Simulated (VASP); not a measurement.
Here is the system:

```
CELL_PARAMETERS angstrom
      2.92263     0.00000     0.00000
      0.00000     2.92263     0.00000
      0.00000     0.00000     2.92263
ATOMIC_POSITIONS crystal
  Zn 0.50000 0.50000 0.50000
  Cu 0.00000 0.00000 0.00000
```

Level of theory: vdW-DF-cx, VASP's PBE PAW potentials (set 64) (plane waves; VASP). Numerical set-up: 520 eV cut-off, Gaussian smearing of 0.050 eV, potentials Zn Cu.

### Question
Give the energies of bands 4 to 14 at the high-symmetry points, in eV from the Fermi level.

### Answer

```json
[
 {"band": "4", "Γ": "-7.22", "X": "-7.38", "M": "-7.49", "R": "-6.90"},
 {"band": "5", "Γ": "-7.22", "X": "-7.13", "M": "-6.91", "R": "-6.90"},
 {"band": "6", "Γ": "-7.22", "X": "-6.25", "M": "-4.75", "R": "-4.41"},
 {"band": "7", "Γ": "-3.66", "X": "-5.22", "M": "-3.45", "R": "-4.41"},
 {"band": "8", "Γ": "-3.66", "X": "-3.79", "M": "-2.94", "R": "-4.41"},
 {"band": "9", "Γ": "-2.79", "X": "-3.37", "M": "-2.94", "R": "-2.53"},
 {"band": "10", "Γ": "-2.79", "X": "-3.37", "M": "-2.55", "R": "-2.53"},
 {"band": "11", "Γ": "-2.79", "X": "-2.87", "M": "-1.95", "R": "3.93"},
 {"band": "12", "Γ": "6.28", "X": "-2.05", "M": "-1.95", "R": "4.41"},
 {"band": "13", "Γ": "6.28", "X": "11.87", "M": "1.82", "R": "4.41"},
 {"band": "14", "Γ": "6.28", "X": "11.87", "M": "2.17", "R": "4.41"}
]
```

It has no gap at this level: it comes out as a metal or semimetal.

The compound is CuZn in the CsCl type structure. It was relaxed first. The electron count is odd and the run is not spin-polarised, which forces a metal.
